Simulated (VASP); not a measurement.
**Relaxed cell of Iridium: a test of cutoff and mesh**

Aim: test the relaxed volume of Iridium against cutoff and mesh. The starting structure is a measured crystal structure from the Crystallography Open Database. The first relaxation on each setting starts from this cell expanded by 3 % in volume.

Calculated with VASP 6.6.1; Kohn-Sham DFT with plane waves and PAW; PBEsol.

### Step 1. Set-up

The structure is cubic, space group Fm-3m (No. 225). The conventional cell has a = 3.839 Å, b = 3.839 Å, c = 3.839 Å, α = 90.00°, β = 90.00°, γ = 90.00°. Nearest to Ir lie 12 Ir at 2.71 Å.

As a file:

```cif
data_structure
_symmetry_space_group_name_H-M 'P 1'
_symmetry_Int_Tables_number 1
_cell_length_a 2.7149
_cell_length_b 2.7149
_cell_length_c 2.7149
_cell_angle_alpha 60.000
_cell_angle_beta 60.000
_cell_angle_gamma 60.000
_cell_volume 14.15
loop_
_atom_site_label
_atom_site_type_symbol
_atom_site_fract_x
_atom_site_fract_y
_atom_site_fract_z
_atom_site_occupancy
Ir1 Ir 0.00000 0.00000 0.00000 1
```

### Step 2. Reference relaxation

This run starts from the cell of an earlier relaxation, which isn't shown; the restart sets up the plane waves anew.

INCAR

```
SYSTEM = Ir
PREC = Accurate
ENCUT = 450
EDIFF = 1E-06
NELM = 100
ISMEAR = 1
SIGMA = 0.15
LREAL = .FALSE.
ALGO = Normal
GGA = PS
NBANDS = 10
LORBIT = 11
LWAVE = .FALSE.
LCHARG = .FALSE.
KPAR = 4
IBRION = 2
NSW = 50
ISIF = 3
EDIFFG = -0.006
```

POSCAR

```
Ir
1.0
    0.0000000000      1.9164276116      1.9164276116
    1.9164276116      0.0000000000      1.9164276116
    1.9164276116      1.9164276116      0.0000000000
Ir
1
Direct
    0.0000000000      0.0000000000      0.0000000000
```

KPOINTS

```
Automatic mesh
0
Gamma
20 20 20
0 0 0
```

PAW data sets: Ir (PBE family, release 64).

Run with:

```sh
mpirun -np 4 vasp_std
```

Log:

```text
[banner, memory and clock lines left out]
running    4 mpi-ranks, on    1 nodes
 distrk:  each k-point on    1 cores,    4 groups
 distr:  one band on    1 cores,    1 groups

 POSCAR found type information on POSCAR Ir
 POSCAR found :  1 types and       1 ions
|                                                                             |
|               ----> ADVICE to this user running VASP <----                  |
|                                                                             |
|     You enforced a specific xc type in the INCAR file but a different       |
|     [... a line on the potential file left out ...]
|     I HOPE YOU KNOW WHAT YOU ARE DOING!                                     |
|                                                                             |

 LDA part: xc-table for (Slater+PW92), standard interpolation
 POSCAR, INCAR and KPOINTS ok, starting setup
 FFT: planning ... GRIDC
 FFT: planning ... GRID_SOFT
 FFT: planning ... GRID
 WAVECAR not read
 entering main loop
       N       E                     dE             d eps       ncg     rms          rms(c)
DAV:   1     0.423694016988E+02    0.42369E+02   -0.39783E+03  5202   0.723E+02
DAV:   2    -0.965956693378E+01   -0.52029E+02   -0.49240E+02  5270   0.186E+02
DAV:   3    -0.104513396184E+02   -0.79177E+00   -0.79014E+00  5942   0.275E+01
DAV:   4    -0.104583573579E+02   -0.70177E-02   -0.70164E-02  5760   0.247E+00
DAV:   5    -0.104584978253E+02   -0.14047E-03   -0.14046E-03  5930   0.330E-01    0.159E+01
DAV:   6    -0.992649111901E+01    0.53201E+00   -0.93990E-01  5738   0.117E+01    0.627E+00
DAV:   7    -0.983034240420E+01    0.96149E-01   -0.28153E-01  6096   0.584E+00    0.146E+00
DAV:   8    -0.982785747662E+01    0.24849E-02   -0.20406E-03  5490   0.447E-01    0.116E+00
DAV:   9    -0.982314541791E+01    0.47121E-02   -0.23308E-03  5626   0.688E-01    0.333E-02
DAV:  10    -0.982313585061E+01    0.95673E-05   -0.14266E-05  7368   0.390E-02    0.167E-02
DAV:  11    -0.982313756453E+01   -0.17139E-05   -0.11422E-06  4878   0.669E-03    0.162E-03
DAV:  12    -0.982313758342E+01   -0.18888E-07   -0.26430E-08  2740   0.174E-03
   1 F= -.98231376E+01 E0= -.98236782E+01  d E =-.982314E+01
 curvature:   0.00 expect dE= 0.000E+00 dE for cont linesearch  0.000E+00
 trial: gam= 0.00000 g(F)=  0.322E-65 g(S)=  0.232E-06 ort = 0.000E+00 (trialstep = 0.100E+01)
 search vector abs. value=  0.232E-06
 reached required accuracy - stopping structural energy minimisation
```

Wall time 11 s (4 MPI ranks of AMD EPYC 7R43, shared host); peak memory 0.46 GiB.

Lines that name or quote the potential files are left out of all logs, and their timing lines are given in words.

From OUTCAR (step 2):

```text
ion  position               nearest neighbor table
   1  0.000  0.000  0.000-

  LATTYP: Found a face centered cubic cell.
 ALAT       =     3.8328552232

 Subroutine GETGRP returns: Found 48 space group operations
 (whereof 48 operations were pure point group operations)

The static configuration has the point symmetry O_h .

 Found    256 irreducible k-points:

   k-points           NKPTS =    256   k-points in BZ     NKDIM =    256   number of bands    NBANDS=     10

   dimension x,y,z NGX =    20 NGY =   20 NGZ =   20
   dimension x,y,z NGXF=    40 NGYF=   40 NGZF=   40

   ENCUT  =  450.0 eV  33.07 Ry    5.75 a.u.   4.69  4.69  4.69*2*pi/ulx,y,z

   NELECT =       9.0000    total number of electrons

 k-points in reciprocal lattice and weights: Automatic mesh
   0.00000000  0.00000000  0.00000000       0.000
   0.05000000  0.00000000  0.00000000       0.001
   0.10000000  0.00000000  0.00000000       0.001
   0.15000000  0.00000000  0.00000000       0.001
   0.20000000  0.00000000  0.00000000       0.001
   0.25000000  0.00000000  0.00000000       0.001
   0.30000000  0.00000000  0.00000000       0.001
   0.35000000  0.00000000  0.00000000       0.001
   0.40000000  0.00000000  0.00000000       0.001
[...]
-0.30000000  0.50000000  0.20000000       0.002
  -0.25000000  0.50000000  0.25000000       0.001

 average (electrostatic) potential at core
       1 -48.5316

 E-fermi :  10.2803

 k-point     1 :       0.0000    0.0000    0.0000
  band No.  band energies     occupation
    ...
      2       6.3934      2.00000
      3       6.3934      2.00000
      4       6.3934      2.00000
      5       9.1386      2.00000
      6       9.1386      2.00000
      7      24.6434      0.00000
      8      30.2453      0.00000
      9      30.2453      0.00000
     10      30.2453      0.00000

 k-point     2 :       0.0500    0.0000    0.0000
  band No.  band energies     occupation
    ...
      2       6.3323      2.00000
      3       6.4428      2.00000
      4       6.4428      2.00000
      5       9.1059      2.00000
      6       9.1059      2.00000
      7      24.8393      0.00000
      8      29.6182      0.00000
      9      30.4307      0.00000
     10      30.4307      0.00000

 k-point     3 :       0.1000    0.0000    0.0000
  band No.  band energies     occupation
    ...
      2       6.1704      2.00000
      3       6.5763      2.00000
      4       6.5763      2.00000
      5       9.0289      2.00000
      6       9.0289      2.00000
      7      25.3878      0.00000
      8      28.3362      0.00000
      9      30.9728      0.00000
     10      30.9728      0.00000

  Total        0.0012664      0.0012664      0.0012664      0.0000000      0.0000000     -0.0000000
  in kB        0.1441372      0.1441372      0.1441372      0.0000000      0.0000000     -0.0000000
  external PRESSURE =       0.1441372 kB  Pullay stress =       0.0000000 kB

  energy-cutoff  :      450.00
  volume of cell :       14.08
      direct lattice vectors                 reciprocal lattice vectors
     0.000000000  1.916427612  1.916427612    -0.260902106  0.260902106  0.260902106
     1.916427612  0.000000000  1.916427612     0.260902106 -0.260902106  0.260902106
     1.916427612  1.916427612  0.000000000     0.260902106  0.260902106 -0.260902106

 POSITION                                       TOTAL-FORCE (eV/Angst)
 -----------------------------------------------------------------------------------
      0.00000      0.00000      0.00000        -0.000000     -0.000000      0.000000
 -----------------------------------------------------------------------------------
    total drift:                               -0.000000     -0.000000     -0.000000

  FREE ENERGIE OF THE ION-ELECTRON SYSTEM (eV)
  ---------------------------------------------------
  free  energy   TOTEN  =        -9.8231375834 eV

  energy  without entropy=       -9.8247594030  energy(sigma->0) =       -9.82367819

 reached required accuracy - stopping structural energy minimisation

 total charge
# of ion       s       p       d       tot
------------------------------------------
    1        0.675   0.749   6.977   8.401

[... 3 further parts left out ...]
```

CONTCAR:

```
Ir
   1.00000000000000
     0.0000000000000000    1.9164276116000001    1.9164276116000001
     1.9164276116000001    0.0000000000000000    1.9164276116000001
     1.9164276116000001    1.9164276116000001    0.0000000000000000
  Ir
     1
Direct
     0.0000000000000000    0.0000000000000000    0.0000000000000000
```

This run has no spin polarisation. Its electron count is odd, so without a moment it is a metal by construction. The PAW data sets were made with PBE, which is usual practice but a small mismatch for other functionals. The run keeps the 48 symmetry operations of its start, so it cannot find a distortion of lower symmetry.

The reference relaxation ends at 14.077 Å³ an atom.

### Step 3. Relaxation with a cutoff of 210 eV

Against step 2 the input has ENCUT = 210. This run starts from the cell of an earlier relaxation, which isn't shown; the restart sets up the plane waves anew.

Changes to INCAR since step 2:

```diff
@@ -2,3 +2,3 @@
 PREC = Accurate
-ENCUT = 450
+ENCUT = 210
 EDIFF = 1E-06
```

POSCAR

```
Ir
1.0
    0.0000000000      1.9124489832      1.9124489832
    1.9124489832      0.0000000000      1.9124489832
    1.9124489832      1.9124489832      0.0000000000
Ir
1
Direct
    0.0000000000      0.0000000000      0.0000000000
```

KPOINTS is that of step 2.

Run with:

```sh
mpirun -np 4 vasp_std
```

Log:

```text
[banner, memory and clock lines left out]
running    4 mpi-ranks, on    1 nodes
[...]
[... a notice as in an earlier step ...]

 LDA part: xc-table for (Slater+PW92), standard interpolation
 POSCAR, INCAR and KPOINTS ok, starting setup
[...]
entering main loop
       N       E                     dE             d eps       ncg     rms          rms(c)
DAV:   1     0.996146227700E+01    0.99615E+01   -0.26086E+03  6542   0.365E+02
DAV:   2    -0.102722713702E+02   -0.20234E+02   -0.19018E+02  5540   0.113E+02
DAV:   3    -0.104570407591E+02   -0.18477E+00   -0.18460E+00  5820   0.111E+01
DAV:   4    -0.104583905658E+02   -0.13498E-02   -0.13497E-02  5666   0.978E-01
[...]
DAV:  10    -0.982569523395E+01    0.84794E-05   -0.12657E-05  7100   0.330E-02    0.292E-02
DAV:  11    -0.982569663584E+01   -0.14019E-05   -0.94533E-07  4034   0.603E-03    0.354E-03
DAV:  12    -0.982569666004E+01   -0.24199E-07   -0.23810E-08  2708   0.135E-03
   1 F= -.98256967E+01 E0= -.98262268E+01  d E =-.982570E+01
[...]
DAV:   4    -0.981967883697E+01   -0.29724E-05   -0.19359E-04  6236   0.103E-01    0.143E-02
DAV:   5    -0.981968275484E+01   -0.39179E-05   -0.37463E-06  6130   0.105E-02    0.436E-03
DAV:   6    -0.981968366732E+01   -0.91247E-06   -0.49521E-07  3278   0.387E-03
   2 F= -.98196837E+01 E0= -.98201830E+01  d E =0.601299E-02
 trial-energy change:    0.006013  1 .order    0.006074   -0.003121    0.015269
 step:   0.1725(harm=  0.1697)  dis= 0.00000  next Energy=    -9.825966 (dE=-0.270E-03)
[...]
N       E                     dE             d eps       ncg     rms          rms(c)
DAV:   1    -0.984037458479E+01   -0.20692E-01   -0.48572E-01  5506   0.880E+00    0.119E+00
DAV:   2    -0.982754236483E+01    0.12832E-01   -0.27354E-02  5592   0.177E+00    0.454E-01
DAV:   3    -0.982597182750E+01    0.15705E-02   -0.59233E-03  5806   0.752E-01    0.125E-01
DAV:   4    -0.982596763072E+01    0.41968E-05   -0.13386E-04  6024   0.887E-02    0.146E-02
DAV:   5    -0.982597037619E+01   -0.27455E-05   -0.31088E-06  6114   0.920E-03    0.379E-03
DAV:   6    -0.982597079074E+01   -0.41455E-06   -0.66810E-08  2740   0.197E-03
   3 F= -.98259708E+01 E0= -.98264955E+01  d E =-.274131E-03
[...]
reached required accuracy - stopping structural energy minimisation
```

The job ended after 8.4 s (4 MPI ranks; peak memory 0.34 GiB).

From OUTCAR (step 3):

```text
  Total       -0.0003793     -0.0003793     -0.0003793      0.0000000      0.0000000      0.0000000
  in kB       -0.0435971     -0.0435971     -0.0435971      0.0000000      0.0000000      0.0000000
  external PRESSURE =      -0.0435971 kB  Pullay stress =       0.0000000 kB

 POSITION                                       TOTAL-FORCE (eV/Angst)
 -----------------------------------------------------------------------------------
      0.00000      0.00000      0.00000         0.000000     -0.000000     -0.000000
 -----------------------------------------------------------------------------------
    total drift:                               -0.000000     -0.000000      0.000000

  FREE ENERGIE OF THE ION-ELECTRON SYSTEM (eV)
  ---------------------------------------------------
  free  energy   TOTEN  =        -9.8259707907 eV

  energy  without entropy=       -9.8275448001  energy(sigma->0) =       -9.82649546

[... 2 parts as in an earlier step ...]

[... 2 further parts left out ...]
[key lines of the parts left out:]
E-fermi :  10.4570
```

With a cutoff of 210 eV the cell ends at 13.938 Å³ an atom, -0.99 % from the reference.

### Step 4. Relaxation with an 11×11×11 mesh

Against step 2 the input has an 11×11×11 mesh. This run starts from the cell of an earlier relaxation, which isn't shown; the restart sets up the plane waves anew.

Changes to INCAR since step 3:

```diff
@@ -2,3 +2,3 @@
 PREC = Accurate
-ENCUT = 210
+ENCUT = 450
 EDIFF = 1E-06
```

POSCAR

```
Ir
1.0
    0.0000000000      1.9175048403      1.9175048403
    1.9175048403      0.0000000000      1.9175048403
    1.9175048403      1.9175048403      0.0000000000
Ir
1
Direct
    0.0000000000      0.0000000000      0.0000000000
```

KPOINTS

```
Automatic mesh
0
Gamma
11 11 11
0 0 0
```

Run with:

```sh
mpirun -np 4 vasp_std
```

Log:

```text
[... set-up lines as in an earlier step ...]
 entering main loop
       N       E                     dE             d eps       ncg     rms          rms(c)
DAV:   1     0.434247617115E+02    0.43425E+02   -0.41113E+03  1144   0.731E+02
DAV:   2    -0.967444679625E+01   -0.53099E+02   -0.50357E+02  1166   0.188E+02
DAV:   3    -0.104221111403E+02   -0.74766E+00   -0.74563E+00  1272   0.274E+01
DAV:   4    -0.104290235643E+02   -0.69124E-02   -0.69115E-02  1280   0.250E+00
[...]
DAV:  10    -0.979001978939E+01    0.13214E-04   -0.19121E-05  1602   0.490E-02    0.208E-02
DAV:  11    -0.979002140722E+01   -0.16178E-05   -0.13256E-06  1104   0.756E-03    0.235E-03
DAV:  12    -0.979002142933E+01   -0.22106E-07   -0.27662E-08   602   0.181E-03
   1 F= -.97900214E+01 E0= -.97889145E+01  d E =-.979002E+01
[...]
reached required accuracy - stopping structural energy minimisation
```

It took 3.4 s on 4 MPI ranks; peak memory 0.39 GiB; 11 s of CPU time.

Parts of OUTCAR (step 4):

```text
  Total        0.0011387      0.0011387      0.0011387      0.0000000     -0.0000000      0.0000000
  in kB        0.1293787      0.1293787      0.1293787      0.0000000     -0.0000000      0.0000000
  external PRESSURE =       0.1293787 kB  Pullay stress =       0.0000000 kB

 POSITION                                       TOTAL-FORCE (eV/Angst)
 -----------------------------------------------------------------------------------
      0.00000      0.00000      0.00000        -0.000000      0.000000     -0.000000
 -----------------------------------------------------------------------------------
    total drift:                               -0.000000     -0.000000     -0.000000

  FREE ENERGIE OF THE ION-ELECTRON SYSTEM (eV)
  ---------------------------------------------------
  free  energy   TOTEN  =        -9.7900214293 eV

  energy  without entropy=       -9.7867007739  energy(sigma->0) =       -9.78891454

[... 1 part as in an earlier step ...]

[... 3 further parts left out ...]
[key lines of the parts left out:]
E-fermi :  10.2294
```

With an 11×11×11 mesh the cell ends at 14.101 Å³ an atom, +0.17 % from the reference.

(Part 1 of 2 ends here.)

[Lines on the potential files, build, host, timing and source positions are cut from VASP's logs without a mark.]

[Logs are printed without paths, hosts, clocks, repeated set-up lines and the standing remarks that a program may print on its own settings, such as how far it seeks lower states.]

[Hosts, paths, dates, database ids (printed as entryN), source tags and the programs' standing remarks are cut or masked in the printed files.]
